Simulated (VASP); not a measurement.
An input for Quantum ESPRESSO's pw.x (written as the equivalent of a VASP run, and not itself run):

```
&CONTROL
  calculation = 'vc-relax'
  pseudo_dir = './pseudo'
  outdir = './out'
  tprnfor = .true.
  tstress = .true.
  nstep = 40
  forc_conv_thr = 0.00078
/
&SYSTEM
  ibrav = 0
  nat = 6
  ntyp = 2
  ecutwfc = 94
  occupations = 'smearing'
  smearing = 'methfessel-paxton'
  degauss = 0.00735
  input_dft = 'pz'
  nspin = 2
  starting_magnetization(1) = 0.2
/
&ELECTRONS
  conv_thr = 7.3e-08
  electron_maxstep = 100
/
&IONS
/
&CELL
  press = 450
/
ATOMIC_SPECIES
  Cr 51.996 Cr.upf
  O 15.999 O.upf
CELL_PARAMETERS angstrom
     4.1675095   -0.0000000    0.0000000
     0.0000000    4.1675095    0.0000000
     0.0000000    0.0000000    2.7657820
ATOMIC_POSITIONS crystal
  Cr   0.0000000  0.0000000  0.0000000
  Cr   0.5000000  0.5000000  0.5000000
  O    0.3011687  0.3011687  0.0000000
  O    0.8011687  0.1988313  0.5000000
  O    0.1988313  0.8011687  0.5000000
  O    0.6988313  0.6988313  0.0000000
K_POINTS automatic
  7 7 11 0 0 0
```

Q: Write the VASP files for the same calculation (LDA).

A: Several could match; the one computed here: 
**INCAR**
```
SYSTEM = CrO2
PREC = Accurate
ENCUT = 620
EDIFF = 1E-6
NELM = 100
ALGO = Normal
LREAL = .FALSE.
LASPH = .TRUE.
ISMEAR = 1
SIGMA = 0.1
LMAXMIX = 4
ISPIN = 2
MAGMOM = 2.0 2.0 -0.0 -0.0 -0.0 -0.0
LORBIT = 10
LWAVE = .FALSE.
LCHARG = .FALSE.
IBRION = 2
ISIF = 3
NSW = 40
EDIFFG = -0.02
PSTRESS = 450
```

### KPOINTS
```
Automatic mesh
0
Gamma
7 7 11
0 0 0
```

POSCAR:
```
CrO2
1.0
  4.1675094894   0.0000000000   0.0000000000
  0.0000000000   4.1675094894   0.0000000000
  0.0000000000   0.0000000000   2.7657819629
Cr O
2 4
Cart
  0.0000000000   0.0000000000   0.0000000000
  2.0837547447   2.0837547447   1.3828909814
  1.2551232097   1.2551232097   0.0000000000
  3.3388779544   0.8286315350   1.3828909814
  0.8286315350   3.3388779544   1.3828909814
  2.9123862797   2.9123862797   0.0000000000
```

POTCAR, in this order: Cr_pv O (LDA.64 set). Program: vasp_std.

Limits of the translation: the potentials are each code's own (VASP's PAW set, PseudoDojo norm-conserving files in pw.x), so ENCUT and ecutwfc are chosen apart and not converted; conv_thr bounds pw.x's estimated SCF error, while EDIFF bounds the energy change between steps; starting_magnetization is a fraction of the valence charge and MAGMOM a moment in μB, so they match only roughly; forc_conv_thr acts on force components and is met together with etot_conv_thr.

The compound is CrO2 in the rutile structure. It was relaxed first under an external pressure of 45 GPa.
